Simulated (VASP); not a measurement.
Method: PBEsol GGA, VASP's PBE PAW potentials (set 64) (plane waves; VASP 6.6.1).

The input files of a VASP run:

**POSCAR**
```
Au
1
    0.0000000000     2.0400000000     2.0400000000
    2.0400000000     0.0000000000     2.0400000000
    2.0400000000     2.0400000000     0.0000000000
Au
1
Direct
  0.0000000000   0.0000000000   0.0000000000
```

**INCAR**
```
ISMEAR  =  1
ENCUT  =  400
LMAXMIX  =  6   # l cut-off of mixed one-centre charges
LCHARG  =  F
IBRION  =  2   # conjugate gradients
EDIFFG  =  -0.01
LREAL  =  F
PREC  =  Accurate
NELM  =  100
SIGMA  =  0.1   # width (eV)
LWAVE  =  F
SYSTEM  =  Au
GGA  =  PS   # PBEsol
NSW  =  60
ISIF  =  3   # ions, shape and volume
LASPH  =  T   # aspherical one-centre terms
ALGO  =  Normal   # blocked Davidson
EDIFF  =  1E-6
```

**KPOINTS**
```
Automatic mesh
0
gamma
14 14 14
0 0 0
```

POTCAR, in this order: Au (PBE.64 set). Program: vasp_std.

Unless said otherwise, spin-orbit coupling is left out, though it shifts the bands of the heavy elements here.

Task: What does the run give for the energy per atom (σ→0), volume per atom, band gap (on the k-mesh)?

Result: 
| Quantity | Value |
|---|---|
| energy per atom (σ→0) | -3.922 eV/atom |
| band gap (on the k-mesh) | none (metal, semimetal or under 0.01 eV) |
| volume per atom | 16.99 Å³/atom |

### OSZICAR
```
...
   2 F= -.39216759E+01 E0= -.39218083E+01  d E =0.931807E-05
       N       E                     dE             d eps       ncg     rms          rms(c)
DAV:   1    -0.392184852680E+01   -0.17260E-03   -0.33690E-03  1910   0.650E-01    0.753E-02
DAV:   2    -0.392169393098E+01    0.15460E-03   -0.51545E-04  1886   0.220E-01    0.314E-02
DAV:   3    -0.392168780969E+01    0.61213E-05   -0.32813E-05  1911   0.529E-02    0.224E-02
DAV:   4    -0.392168884795E+01   -0.10383E-05   -0.11514E-06  1899   0.861E-03    0.461E-04
DAV:   5    -0.392168888844E+01   -0.40486E-07   -0.18847E-08   939   0.141E-03
   3 F= -.39216889E+01 E0= -.39218200E+01  d E =-.371493E-05
```

The compound is Au in the fcc structure. This run relaxes it. Symmetry was kept, so distortions that lower it aren't found.
